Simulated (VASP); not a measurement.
Input:

```xyz
3
Lattice="0.0000 3.0019 3.0019 3.0019 0.0000 3.0019 3.0019 3.0019 0.0000" Properties=species:S:1:pos:R:3 pbc="T T T"
K      1.5009     1.5009     1.5009
K      4.5028     4.5028     4.5028
S      0.0000     0.0000     0.0000
```

The numbers are results of PBEsol GGA, VASP's PBE PAW potentials (set 64) (plane waves; VASP), not measurements. Numerical set-up: 500 eV cut-off, 6×6×6 Γ-centred mesh, Gaussian smearing of 0.050 eV, potentials K_sv S.

**Question.** What does the run give for the energy per atom (σ→0), pressure, band gap (on the k-mesh) with the smallest direct gap where there is one?

**Answer.** 
The band gap (on the k-mesh) is 2.68 eV, the smallest direct gap (on the k-mesh) is 2.68 eV and the energy per atom (σ→0) is -2049 meV/atom. The pressure is 448.9 kbar.

The absolute energy has meaning only against runs of the same code, potentials and settings.

The compound is K2S in the antifluorite structure. It was relaxed first under an external pressure of 45 GPa.
